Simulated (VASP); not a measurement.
Calculation: LDA (Ceperley-Alder, Perdew-Zunger), VASP's LDA PAW potentials (set 64) (plane waves; VASP).

VASP ran on this input.

KPOINTS:
```
Automatic mesh
0
Gamma
10 10 10
0 0 0
```

### INCAR
```
SYSTEM=Sb
PREC=Accurate; ENCUT=500; LREAL=.False.
LASPH=.True.
EDIFF=1E-6; NELM=100; ALGO=Normal
LMAXMIX=4
ISMEAR=1; SIGMA=0.1
IBRION=2; NSW=40; ISIF=3
EDIFFG=-0.02; PSTRESS=50
LWAVE=.False.; LCHARG=.False.
```

**POSCAR**
```
Sb
1.0
  3.8651762534  -2.1504290574  -0.0277448413
  3.8651762534   2.1504290574  -0.0277448413
  2.6941434062   0.0000000000   3.5080325267
Sb
2
direct
  0.2360395215   0.2360395215   0.2360395215
  0.7639604785   0.7639604785   0.7639604785
```

POTCAR, in this order: Sb (LDA.64 set). Program: vasp_std.

What VASP printed:

### OSZICAR
```
       N       E                     dE             d eps       ncg     rms          rms(c)
DAV:   1     0.383155621296E+02    0.38316E+02   -0.35586E+03  2088   0.846E+02
DAV:   2    -0.809936794761E+01   -0.46415E+02   -0.45452E+02  3156   0.126E+02
DAV:   3    -0.964279779905E+01   -0.15434E+01   -0.15233E+01  2447   0.289E+01
DAV:   4    -0.965490765256E+01   -0.12110E-01   -0.12108E-01  2689   0.311E+00
DAV:   5    -0.965500089492E+01   -0.93242E-04   -0.93241E-04  2383   0.257E-01    0.321E+00
DAV:   6    -0.963979470753E+01    0.15206E-01   -0.34012E-03  2340   0.370E-01    0.191E+00
DAV:   7    -0.963104342815E+01    0.87513E-02   -0.77348E-03  2226   0.557E-01    0.563E-02
DAV:   8    -0.963105503360E+01   -0.11605E-04   -0.15360E-04  2213   0.107E-01    0.168E-02
DAV:   9    -0.963105847411E+01   -0.34405E-05   -0.11742E-05  2552   0.253E-02    0.592E-03
DAV:  10    -0.963105805875E+01    0.41536E-06   -0.17501E-06  1317   0.852E-03
   1 F= -.78011257E+01 E0= -.78011109E+01  d E =-.780113E+01
       N       E                     dE             d eps       ncg     rms          rms(c)
DAV:   1    -0.965913883572E+01   -0.28080E-01   -0.75711E+00  2220   0.156E+01    0.252E+00
DAV:   2    -0.948375164605E+01    0.17539E+00   -0.15946E-01  2221   0.288E+00    0.138E+00
DAV:   3    -0.939652971703E+01    0.87222E-01   -0.18040E-01  2209   0.229E+00    0.465E-01
DAV:   4    -0.939626532888E+01    0.26439E-03   -0.21437E-03  2336   0.426E-01    0.388E-01
DAV:   5    -0.939566963721E+01    0.59569E-03   -0.41511E-04  2344   0.144E-01    0.270E-02
DAV:   6    -0.939567049433E+01   -0.85713E-06   -0.39616E-05  2216   0.474E-02    0.198E-02
DAV:   7    -0.939566962505E+01    0.86928E-06   -0.20940E-06  1483   0.106E-02
   2 F= -.77976909E+01 E0= -.77978030E+01  d E =0.343474E-02
       N       E                     dE             d eps       ncg     rms          rms(c)
DAV:   1    -0.963915646366E+01   -0.24349E+00   -0.17675E+00  2269   0.727E+00    0.120E+00
DAV:   2    -0.959694073784E+01    0.42216E-01   -0.40967E-02  2210   0.152E+00    0.683E-01
DAV:   3    -0.957575470351E+01    0.21186E-01   -0.46184E-02  2225   0.114E+00    0.201E-01
DAV:   4    -0.957568259986E+01    0.72104E-04   -0.49896E-04  2245   0.202E-01    0.160E-01
DAV:   5    -0.957555427156E+01    0.12833E-03   -0.89729E-05  2315   0.676E-02    0.761E-03
DAV:   6    -0.957555437985E+01   -0.10830E-06   -0.95023E-06  2240   0.230E-02
   3 F= -.78651633E+01 E0= -.78650622E+01  d E =-.640376E-01
       N       E                     dE             d eps       ncg     rms          rms(c)
DAV:   1    -0.957325150412E+01    0.23028E-02   -0.75621E-04  2240   0.151E-01    0.245E-02
DAV:   2    -0.957323326416E+01    0.18240E-04   -0.17074E-05  2198   0.304E-02    0.138E-02
DAV:   3    -0.957322418026E+01    0.90839E-05   -0.19556E-05  2199   0.235E-02    0.430E-03
DAV:   4    -0.957322414764E+01    0.32618E-07   -0.18751E-07  1057   0.415E-03
   4 F= -.78651692E+01 E0= -.78650673E+01  d E =-.640435E-01
       N       E                     dE             d eps       ncg     rms          rms(c)
DAV:   1    -0.957236443322E+01    0.85975E-03   -0.24042E-01  2189   0.305E+00    0.137E-01
DAV:   2    -0.957242428366E+01   -0.59850E-04   -0.66603E-03  2327   0.678E-01    0.886E-02
DAV:   3    -0.957210362625E+01    0.32066E-03   -0.60053E-04  2335   0.150E-01    0.197E-02
DAV:   4    -0.957208903083E+01    0.14595E-04   -0.43191E-05  2474   0.419E-02    0.205E-02
DAV:   5    -0.957208801504E+01    0.10158E-05   -0.17798E-06  1647   0.103E-02    0.499E-03
DAV:   6    -0.957208795680E+01    0.58246E-07   -0.35083E-07  1067   0.453E-03
   5 F= -.78743576E+01 E0= -.78742764E+01  d E =-.918838E-02
       N       E                     dE             d eps       ncg     rms          rms(c)
DAV:   1    -0.955623540682E+01    0.15853E-01   -0.15819E+00  2211   0.779E+00    0.337E-01
DAV:   2    -0.955637901069E+01   -0.14360E-03   -0.42247E-02  2287   0.172E+00    0.223E-01
DAV:   3    -0.955420057134E+01    0.21784E-02   -0.52931E-03  2271   0.436E-01    0.531E-02
DAV:   4    -0.955418628823E+01    0.14283E-04   -0.12497E-04  2574   0.953E-02    0.553E-02
DAV:   5    -0.955417759596E+01    0.86923E-05   -0.11889E-05  2528   0.236E-02    0.165E-02
DAV:   6    -0.955417684060E+01    0.75537E-06   -0.36486E-06  2145   0.122E-02
   6 F= -.78827623E+01 E0= -.78827691E+01  d E =-.175930E-01
       N       E                     dE             d eps       ncg     rms          rms(c)
DAV:   1    -0.956813211634E+01   -0.13955E-01   -0.48593E-02  2265   0.127E+00    0.152E-01
DAV:   2    -0.956768011309E+01    0.45200E-03   -0.10862E-03  2212   0.266E-01    0.825E-02
DAV:   3    -0.956739848785E+01    0.28163E-03   -0.57621E-04  2207   0.132E-01    0.249E-02
DAV:   4    -0.956739778557E+01    0.70227E-06   -0.78482E-06  2364   0.244E-02
   7 F= -.78833040E+01 E0= -.78833114E+01  d E =-.541715E-03
       N       E                     dE             d eps       ncg     rms          rms(c)
DAV:   1    -0.956417249696E+01    0.32260E-02   -0.34302E-03  2286   0.339E-01    0.394E-02
DAV:   2    -0.956414136582E+01    0.31131E-04   -0.75406E-05  2211   0.701E-02    0.212E-02
DAV:   3    -0.956412176553E+01    0.19600E-04   -0.38703E-05  2211   0.342E-02    0.656E-03
DAV:   4    -0.956412171010E+01    0.55429E-07   -0.48975E-07  1318   0.634E-03
   8 F= -.78833873E+01 E0= -.78834049E+01  d E =-.625048E-03
       N       E                     dE             d eps       ncg     rms          rms(c)
DAV:   1    -0.956106823112E+01    0.30535E-02   -0.28400E-02  2252   0.998E-01    0.791E-02
DAV:   2    -0.956098501355E+01    0.83218E-04   -0.66810E-04  2206   0.208E-01    0.451E-02
DAV:   3    -0.956092481109E+01    0.60202E-04   -0.17440E-04  2500   0.770E-02    0.830E-03
DAV:   4    -0.956092459327E+01    0.21783E-06   -0.90068E-06  2235   0.238E-02
   9 F= -.78839419E+01 E0= -.78839200E+01  d E =-.554641E-03
       N       E                     dE             d eps       ncg     rms          rms(c)
DAV:   1    -0.955993974446E+01    0.98507E-03   -0.20896E-03  2255   0.270E-01    0.208E-02
DAV:   2    -0.955993324284E+01    0.65016E-05   -0.49248E-05  2197   0.567E-02    0.121E-02
DAV:   3    -0.955992869707E+01    0.45458E-05   -0.13502E-05  2497   0.215E-02    0.239E-03
DAV:   4    -0.955992867625E+01    0.20824E-07   -0.65818E-07  1093   0.671E-03
  10 F= -.78839690E+01 E0= -.78839364E+01  d E =-.581702E-03
```

**OUTCAR**
```
------------------------ aborting loop because EDIFF is reached ----------------------------------------
  FORCE on cell =-STRESS in cart. coord.  units (eV):
  Direction    XX          YY          ZZ          XY          YZ          ZX
  --------------------------------------------------------------------------------------
  Total        1.6589019      1.6566344      1.6568837     -0.0000000     -0.0000000      0.0007504
  in kB       49.4911053     49.4234564     49.4308930     -0.0000000     -0.0000000      0.0223886
  external PRESSURE =      -0.5515151 kB  Pullay stress =      50.0000000 kB
  volume of cell :       53.70
      direct lattice vectors                 reciprocal lattice vectors
     3.677802029 -2.113663311 -0.067441918     0.134127111 -0.236556124 -0.099449092
     3.677802029  2.113663311 -0.067441918     0.134127111  0.236556124 -0.099449092
     2.526790042 -0.000000000  3.407884796     0.005308741  0.000000000  0.289500961
 POSITION                                       TOTAL-FORCE (eV/Angst)
 -----------------------------------------------------------------------------------
      2.38159     -0.00000      0.78877         0.012194     -0.000000      0.004039
      7.50080     -0.00000      2.48423        -0.012194      0.000000     -0.004039
 -----------------------------------------------------------------------------------
    total drift:                               -0.000000     -0.000000      0.000000
  FREE ENERGIE OF THE ION-ELECTRON SYSTEM (eV)
  ---------------------------------------------------
  free  energy   TOTEN  =        -9.5599286763 eV

  energy  without entropy=       -9.5598307280  energy(sigma->0) =       -9.55989603
  enthalpy is  TOTEN    =        -7.8839690038 eV   P V=        1.6759596724

 reached required accuracy - stopping structural energy minimisation
```
(Selected blocks of OUTCAR.)

File CONTCAR:
```
Sb
   1.00000000000000
     3.6778020294104308   -2.1136633111547560   -0.0674419177292251
     3.6778020294104308    2.1136633111547560   -0.0674419177292251
     2.5267900415876503   -0.0000000000000001    3.4078847956045681
  Sb
     2
Direct
     0.2409931633110394    0.2409931633110394    0.2409931633824316
     0.7590068366889607    0.7590068366889607    0.7590068366175685
```

Energy and stress use the plane-wave basis of the starting cell.

The compound is Sb in the a7 structure. This run relaxes it under an external pressure of 5 GPa. Symmetry was kept, so distortions that lower it aren't found.
